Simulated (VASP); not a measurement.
An input for Ansatz (written as the equivalent of a VASP run, and not itself run):

Ansatz 0.2 input:
```yaml
crystal:
  lattice:
    - [2.7362060, 0.0000000, 0.0000000]
    - [-1.3681030, 2.3696239, 0.0000000]
    - [0.0000000, 0.0000000, 4.2842155]
  atoms:
    - { symbol: V, position: [0.0000000, 0.0000000, 0.0000000] }
    - { symbol: Ga, position: [0.3333330, 0.6666670, 0.5000000] }
kpoints:
  mp_grid: { grid: [14, 14, 8] }
hamiltonian:
  xc: pbesol
  pseudopotentials: { kind: paw }
scf:
  occupations: { method: methfessel_paxton, width: 0.1 }
  max_iter: 100
relax:
  max_steps: 60
  f_tol: 0.01
  cell: {}
output: { forces: true, stress: true, eigenvalues: true }
```

Question: Write the VASP files for the same calculation (PBEsol).

Answer: One answer among several that fit: 
### KPOINTS
```
Regular mesh
0
gamma
 14 14 8
```

**INCAR**
```
SYSTEM = VGa
PREC = Accurate; ENCUT = 400; LREAL = .False.
LASPH = .True.
EDIFF = 1E-6; NELM = 100; ALGO = Normal
LMAXMIX = 4
ISMEAR = 1; SIGMA = 0.1
GGA = PS
IBRION = 2; NSW = 60; ISIF = 3
EDIFFG = -0.01
LWAVE = .False.; LCHARG = .False.
```

POSCAR:
```
VGa
1
    2.7362059706     0.0000000000     0.0000000000
   -1.3681029853     2.3696239280     0.0000000000
    0.0000000000     0.0000000000     4.2842155235
V Ga
1 1
Direct
  0.0000000000   0.0000000000   0.0000000000
  0.3333330000   0.6666670000   0.5000000000
```

POTCAR, in this order: V_sv Ga_d (PBE.64 set). Program: vasp_std.

What does not carry over: each code has its own PAW files, so the cut-off isn't converted (ENCUT is set for VASP's; basis.ecutwfc is left out, and Ansatz then takes the one that its files recommend); Ansatz stops its SCF on the density residual and VASP on the energy change (EDIFF).

The structure comes from a computed database's VGa entry (P-6m2); how it stands against other phases isn't given here. It was relaxed first. The start is the result of an earlier pass.
